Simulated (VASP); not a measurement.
Here is the system:

```
Sb
1.0
    3.90967    -2.16554    -0.02220
    3.90967     2.16554    -0.02220
    2.73041     0.00000     3.53842
Sb
2
Cartesian
  2.47900   0.00000   0.82103
  8.07073   0.00000   2.67299
```

Computed with AM05 GGA, VASP's PBE PAW potentials (set 64) (plane waves; VASP). Settings: 520 eV cut-off, Gaussian smearing of 0.050 eV, potentials Sb.

Unless said otherwise, spin-orbit coupling is left out, though it shifts the bands of the heavy elements here.

Give the energies of bands 2 to 8 at the high-symmetry points, in eV from the valence-band maximum.

```
band      Γ      T     H2      L     S0      F
----  -----  -----  -----  -----  -----  -----
2     -4.50  -8.78  -8.79  -9.40  -8.83  -7.66
3     -1.67  -1.01  -4.73  -1.55  -5.04  -5.22
4     -1.54  -1.01  -4.59  -1.36  -2.87  -3.45
5     -1.54  -0.25  -0.35  -0.01  -2.61  -3.42
6      2.50   0.29   0.91   0.07   3.10   1.84
7      3.05   0.29   4.89   0.50   3.57   5.28
8      3.05   1.25   4.94   0.65   4.33   5.74
```

The gap is indirect, 0.07 eV, from the valence maximum at T-H2 at 0.18 to the conduction minimum at L.

The compound is Sb in the a7 structure. It was relaxed first.
